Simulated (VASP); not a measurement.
OSZICAR of a VASP run on SrTiO3 (cubic perovskite):

OSZICAR:
```
       N       E                     dE             d eps       ncg     rms          rms(c)
DAV:   1     0.468076799225E+03    0.46808E+03   -0.22046E+04   960   0.187E+03
DAV:   2     0.466338120079E+00   -0.46761E+03   -0.45989E+03  1112   0.515E+02
DAV:   3    -0.484374408170E+02   -0.48904E+02   -0.46445E+02  1376   0.153E+02
DAV:   4    -0.505580413245E+02   -0.21206E+01   -0.21197E+01  1360   0.294E+01
DAV:   5    -0.506320583590E+02   -0.74017E-01   -0.74013E-01  1352   0.425E+00    0.288E+01
DAV:   6    -0.402249028760E+02    0.10407E+02   -0.65974E+01  1416   0.775E+01    0.172E+01
DAV:   7    -0.403175671360E+02   -0.92664E-01   -0.83279E+00  1160   0.228E+01    0.114E+01
DAV:   8    -0.403519130078E+02   -0.34346E-01   -0.17778E+00  1232   0.149E+01    0.280E+00
DAV:   9    -0.402744798262E+02    0.77433E-01   -0.44892E-01  1200   0.698E+00    0.875E-01
DAV:  10    -0.402794629357E+02   -0.49831E-02   -0.12733E-01  1312   0.256E+00    0.800E-01
DAV:  11    -0.402720706966E+02    0.73922E-02   -0.63448E-02  1456   0.202E+00    0.184E-01
DAV:  12    -0.402718500110E+02    0.22069E-03   -0.24282E-03  1216   0.563E-01    0.824E-02
DAV:  13    -0.402718239933E+02    0.26018E-04   -0.32973E-04  1344   0.188E-01    0.384E-02
DAV:  14    -0.402718294191E+02   -0.54258E-05   -0.82126E-05  1280   0.675E-02    0.151E-02
DAV:  15    -0.402718277366E+02    0.16825E-05   -0.10100E-05  1312   0.325E-02    0.584E-03
DAV:  16    -0.402718278933E+02   -0.15674E-06   -0.12576E-06  1384   0.930E-03    0.476E-03
DAV:  17    -0.402718276166E+02    0.27673E-06   -0.65578E-07  1192   0.112E-02    0.102E-03
DAV:  18    -0.402718275924E+02    0.24185E-07   -0.55197E-08   520   0.178E-03
   1 F= -.40271828E+02 E0= -.40271828E+02  d E =-.437248E-24
```

### Question
Which electronic solver shows in the log?

### Answer
It is blocked Davidson (ALGO = Normal, or the opening steps of other solvers). The INCAR had ALGO = Normal.

### Question
Can the final energy be trusted as converged?

### Answer
Self-consistency was reached. It stopped with EDIFF = 1E-7, NELM = 100 (PW91 GGA, plane waves, VASP's PBE PAW potentials (set 64)).

The compound is SrTiO3 in the cubic perovskite structure, the ideal cubic form; the compound distorts at low or room temperature. This cell is one point of a volume scan, at 0.94 of the reference volume.
